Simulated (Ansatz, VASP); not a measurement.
## Mg2BeN2 in two plane-wave programs

One calculation is typed for both programs; each brings its own data sets. How far apart do they land? The cell is invented: As first built, before any earlier steps moved the atoms (in the runner's words): N for P, Be for Ba in the BaMg2P2 structure of space group P-3m1. It may not be a known or stable phase. The two relaxations start from unlike cells of this crystal (the structure described is Ansatz's start), so only their ends are compared.

Method: plane waves, with VASP 6.6.1 beside it; relaxation of cell and atoms at r2SCAN, in Ansatz 0.2.0.

**1. Set-up**

The structure is trigonal, space group P-3m1 (No. 164). Conventional cell: a = 3.635 Å, b = 3.635 Å, c = 6.338 Å, α = 90.00°, β = 90.00°, γ = 120.00°. Nearest to Be lie 6 N at 2.74 Å. Nearest to Mg lie 4 N at 2.17 to 2.19 Å. N has 4 Mg at 2.17 to 2.19 Å nearest. It derives from BaMg2P2. As first built, before any earlier steps moved the atoms (in the runner's words): N for P, Be for Ba in the BaMg2P2 structure of space group P-3m1. Farther neighbours and most contacts between anions are not listed.

**2. Ansatz: relaxation of cell and atoms, r2SCAN**

Ansatz runs on its default PAW (the set named soft_2) files.

The relaxed volume is the usual yardstick between codes: in a stiff, nearly cubic crystal its relative difference is about their pressure difference at one cell divided by the bulk modulus.

input.yaml reads:

```yaml
crystal:
  lattice:
    - [3.634939787, 0.0, 0.0]
    - [-1.8174698935, 3.1479501968, 0.0]
    - [0.0, 0.0, 6.33762851]
  atoms:
    - { symbol: Be, position: [0.0, 0.0, 0.0] }
    - { symbol: Mg, position: [0.6666666667, 0.3333333333, 0.37813727] }
    - { symbol: Mg, position: [0.3333333333, 0.6666666667, 0.62186273] }
    - { symbol: "N", position: [0.6666666667, 0.3333333333, 0.72124853] }
    - { symbol: "N", position: [0.3333333333, 0.6666666667, 0.27875147] }
kpoints:
  mp_grid: { grid: [8, 8, 4] }
scf:
  occupations: { method: gaussian, width: 0.03 }
hamiltonian:
  xc: r2scan
output:
  forces: true
  stress: true
relax:
  f_tol: 0.02
  max_steps: 60
  cell: {}
```

The run is started by

```sh
$ ansatz run input.yaml --threads 2 --pin off --max-ram 4096MiB --backend cpu --events-out ev --progress --plain --runs-dir out
```

Numbers of over 12 decimals in the logs are rounded to 6 here.

The program printed:

```text
Engine: ansatz 0.2.0, x86_64-unknown-linux-gnu
Pseudopotentials: kind: paw
Pseudopotential: Be, paw, valence charge 2, recommended cutoff 500 eV (meta_gga), Be.paw.azcp
Pseudopotential: Mg, paw, valence charge 10, recommended cutoff 500 eV (meta_gga), Mg.paw.azcp
Pseudopotential: N, paw, valence charge 5, recommended cutoff 500 eV (meta_gga), N.paw.azcp
Functional definition: r2SCAN
  parameter k0 = 0.174
  parameter k1 = 0.065
  parameter a1 = 4.9479
  exchange = r2scan_x(k0 = k0, k1 = k1, a1 = a1)
  correlation = r2scan_c
Crystal: 5 atoms, lattice volume = 72.519 Å³
Basis set: ecut = 500 eV, 1835 PW (Γ), exchange–correlation on 108×108×192 points (64 copies of the dense FFT grid, shifted against one another)
Bands: 21, of which v1, the nominal top of the filled ones, is band 16 counted from 1 (15 counted from 0)
Symmetry: 12 space group operations
Space group: P-3m1 (ITA 164), of the structure as read, at distance tolerance 4.2e-5 Å
k-points: 35 of 256
Non-local potential: Be, projectors of the file, l = 0: 2, l = 1: 2, l = 2: 1
Non-local potential: Mg, projectors of the file, l = 0: 3, l = 1: 2, l = 2: 1
Non-local potential: N, projectors of the file, l = 0: 2, l = 1: 2, l = 2: 1
PAW form: soft (Blöchl's): semilocal exchange-correlation on the pseudo side does not see the compensation charge
PAW frozen core: Be, regenerated for the run's functional (the file was generated under x = pbe(κ = 0.804, μ = 0.219515), c = pbe(β = 0.066725))
PAW frozen core: Mg, regenerated for the run's functional (the file was generated under x = pbe(κ = 0.804, μ = 0.219515), c = pbe(β = 0.066725))
PAW frozen core: N, regenerated for the run's functional (the file was generated under x = pbe(κ = 0.804, μ = 0.219515), c = pbe(β = 0.066725))
PAW one-centre angular grid: Be, 302 points (default); XC on 255 of its mesh's 2635 points in the sphere
PAW one-centre angular grid: Mg, 302 points (default); XC on 224 Gauss nodes
PAW one-centre angular grid: N, 302 points (default); XC on 160 Gauss nodes
Initial density: superposition of atomic densities (neutral atoms: chi_scale 0, normalization atom), corrected by the library's trained network
Initial wavefunctions: pseudopotential atomic-orbital guess
Functional: x = r2scan, c = r2scan; τ floored in thin density (d = 2e-4 eV/Å³)
SCF iter   1: F=—  HF=-4714.393663 eV  |F-HF|=—  |Δ(HF+E_count)|=         —  Δρ=1.06e-2  dr2=1.44e-1  dr2_τ=9.98e-2  ethr=1.77e-3  ⟨swp⟩=6.1  Hψ=3727  notcnv=0
preconditioner: auto → Resta (q_TF=auto, 2.381 Å⁻¹)  ε∞=4.4  [insulator: Δε(μ)=0.404 eV  Ē_g=9.455 eV  σ=0.030 eV  W_gap=1.00  n_scr=22 (ndim 8)  ℏωp=17.4 eV  f_vac=0.000  D(μ)=0.00/eV (n_scr^D=0)  ε∞_Penn≈4.4]
SCF iter   2: F=—  HF=-4714.472866 eV  |F-HF|=—  |Δ(HF+E_count)|=   7.92e-2  Δρ=5.71e-3  dr2=1.59e-2  dr2_τ=2.07e-3  ethr=4.50e-4  ⟨swp⟩=2.2  Hψ=1454  notcnv=0  defer=35
SCF iter   3: F=—  HF=-4714.474662 eV  |F-HF|=—  |Δ(HF+E_count)|=   1.80e-3  Δρ=2.23e-3  dr2=5.22e-3  dr2_τ=3.18e-4  ethr=4.96e-5  ⟨swp⟩=3.0  Hψ=1158  notcnv=0
automatic band count: iteration 3 solves 20 bands in place of 21: the levels show a gap, and the empty bands left out lie too high to hold charge; the band table lists the bands solved (type scf.n_extra_bands for more)
SCF iter   4: F=—  HF=-4714.474872 eV  |F-HF|=—  |Δ(HF+E_count)|=   2.11e-4  Δρ=7.90e-4  dr2=4.22e-4  dr2_τ=6.45e-5  ethr=1.63e-5  ⟨swp⟩=2.0  Hψ=1038  notcnv=0
SCF iter   5: F=—  HF=-4714.474890 eV  |F-HF|=—  |Δ(HF+E_count)|=   1.81e-5  Δρ=1.70e-4  dr2=1.72e-5  dr2_τ=7.91e-7  ethr=1.32e-6  ⟨swp⟩=2.0  Hψ=929  notcnv=0
SCF iter   6: F=—  HF=-4714.474909 eV  |F-HF|=—  |Δ(HF+E_count)|=   1.82e-5  Δρ=2.86e-5  dr2=6.10e-7  dr2_τ=2.21e-8  ethr=5.38e-8  ⟨swp⟩=2.0  Hψ=939  notcnv=0
SCF iter   7: F=-4714.474909 eV  HF=-4714.474909 eV  |F-HF|=2.88e-8  |Δ(HF+E_count)|=   4.77e-7  Δρ=9.42e-6  dr2=7.22e-8  dr2_τ=1.82e-9  ethr=3.13e-10  ⟨swp⟩=4.0  Hψ=2450  notcnv=0
SCF 1 converged in 7 iterations: F = -4714.474909 eV  dr2 = 7.22e-8
  greatest PAW one-centre occupation: 1.000 electrons in one spin orbital (limit 2), on the Mg atom at site 2 (counted from 0), in its partial waves of l = 0
relax step   1: F+E_penalty+E_count = -4714.47490906 eV  Δ(F+E_penalty+E_count) = +0.000e0 eV  max|allowed force component| = 2.609e0 eV/Å  Δτ_max = 0.0000 Å  P = -18.006 GPa  Ω = 72.519 Å³  (7 SCF iters, dr2 threshold 1.00e-7 eV, accepted)
[...]
relax step   7: F+E_penalty+E_count = -4717.72160428 eV  Δ(F+E_penalty+E_count) = -2.478e-3 eV  max|allowed force component| = 3.623e-2 eV/Å  Δτ_max = 0.0097 Å  P = -0.821 GPa  Ω = 49.859 Å³  energy of the carried Pulay correction = +5.658e-3 eV  (5 SCF iters, dr2 threshold 5.00e-7 eV, accepted)
[...]
relax step   8: F+E_penalty+E_count = -4717.72250510 eV  Δ(F+E_penalty+E_count) = -9.008e-4 eV  max|allowed force component| = 1.847e-2 eV/Å  Δτ_max = 0.0033 Å  P = +0.043 GPa  Ω = 49.616 Å³  energy of the carried Pulay correction = +5.730e-3 eV  (4 SCF iters, dr2 threshold 5.00e-7 eV, accepted)
[...]
relax step   9: F+E_penalty+E_count = -4717.72253485 eV  Δ(F+E_penalty+E_count) = -2.975e-5 eV  max|allowed force component| = 1.093e-3 eV/Å  Δτ_max = 0.0025 Å  P = -0.004 GPa  Ω = 49.631 Å³  energy of the carried Pulay correction = +5.726e-3 eV  (5 SCF iters, dr2 threshold 8.92e-9 eV, accepted)
[...]
relax step  10: F+E_penalty+E_count = -4717.71575151 eV  Δ(F+E_penalty+E_count) = +6.783e-3 eV  max|allowed force component| = 1.598e-3 eV/Å  Δτ_max = 0.0000 Å  P = +0.008 GPa  Ω = 49.631 Å³  stress off target by 4.05e-2 GPa  SCF on the basis re-selected at this cell (its energy is not comparable with the rows above)  (6 SCF iters)
basis re-selected at this cell: Δ(F+E_penalty+E_count) = +6.783e-3 eV, ΔP = +0.012 GPa vs the last step (what re-selecting the basis moved, of the pressure what is left beyond the Pulay correction that the steps carried, after the strain that the cell walked since its last selection, with what the two solves' SCF thresholds leave and, on support functions, any second-order correction that the steps lacked; it is no measure of the basis error at this ecutwfc). The dense FFT grid was sized anew with the basis: this SCF ran on 25×25×40 points, the steps before it on 27×27×48, so part of this shift can come from that change (see relax.cell in the input reference). [rest of the remark cut]
SCF converged after 6 iterations
Free energy (F): -4717.715752 eV
Harris-Foulkes:  -4717.715752 eV  (|F-HF|=4.55e-12)
Internal energy: -4717.715752 eV  (E = F + TS)
E sigma→0 (E₀):  -4717.715752 eV
Fermi energy:    9.496110 eV
--- Per-component energies (eV) ---
  E_band       = -629.849795
  E_kinetic    = 434.304481
  E_local      = -3376.492502  (includes V_loc(G=0)·N_el)
  E_nonlocal   = 283.809727
  E_hartree    = 1203.303437
  E_xc         = -195.270221
  E_vxc        = -274.736398  (∫ρ·V_xc dr)
  E_paw        = -907.077478  (= ΣΔE_a)
  E_vpaw       = -119.742185  (= ΣTr[D̂ρ^β])
  E_aug_tail   = 0.000027  (compensation charges beyond the density's cutoff)
  E_vtau       = 16.400090  (kinetic-family band-sum trace: ∫τ·v_τ [+ j·A + Jᵃ·Aᵃ] dr)
  E_ewald      = -2160.169652
  E_core_change = -0.123573  (= ΣΔE_core)
  E_smearing   = -0.000000  (= −TS)
  E_closure    = -0.000000  (closes the sum)
  Σ components = -4717.715752   (vs F -4717.715752, Δ=0.00e0)
--- Forces (eV/Å), atoms counted from 1 ---
  atom   1  Be    -0.00000000     0.00000000     0.00000000
  atom   2  Mg    -0.00000000    -0.00000000     0.00159784
  atom   3  Mg     0.00000000     0.00000000    -0.00159784
  atom   4  N     -0.00000000     0.00000000     0.00107459
  atom   5  N     -0.00000000    -0.00000000    -0.00107459
  max |Σ_I F_I| component: 7.40e-17 eV/Å
--- Stress (GPa, compression-positive) ---
        0.032552       0.000000      -0.000000
        0.000000       0.032552      -0.000000
       -0.000000      -0.000000      -0.040521
  P = ⅓ Tr σ = 0.0082 GPa (0.082 kbar)
--- Relaxed structure (9 steps of the walk, 9 accepted, 1 SCFs on fresh bases) ---
  F+E_penalty+E_count = -4717.71575151 eV   max|allowed force component| = 1.598e-3 eV/Å   (the final SCF, on the basis selected at the relaxed cell)
  cell:  # Å, volume = 49.6312 Å³
    - [3.357053, 0, -3.686740589628131e-17]
    - [-1.678527, 2.907294, 1.8433702948140642e-17]
    - [-6.427944791066122e-17, 0, 5.085198]
  atoms:
    - { symbol: Be, position: [0, 0, 2.4634626752193874e-19] }
    - { symbol: Mg, position: [0.666667, 0.333333, 0.313360] }
    - { symbol: Mg, position: [0.333333, 0.666667, 0.686640] }
    - { symbol: N, position: [0.666667, 0.333333, 0.779952] }
    - { symbol: N, position: [0.333333, 0.666667, 0.220048] }
```

The column dr2 measures how far the density is from self-consistency, as an energy; F and HF (Harris–Foulkes) agree once it is small.

(Part 1 of 2 ends here.)

[Lines on the potential files, build, host, timing and source positions are cut from VASP's logs without a mark.]

[Logs are printed without paths, hosts, clocks, repeated set-up lines and the standing remarks that a program may print on its own settings, such as how far it seeks lower states.]

[Hosts, paths, dates, database ids (printed as entryN), source tags and the programs' standing remarks are cut or masked in the printed files.]
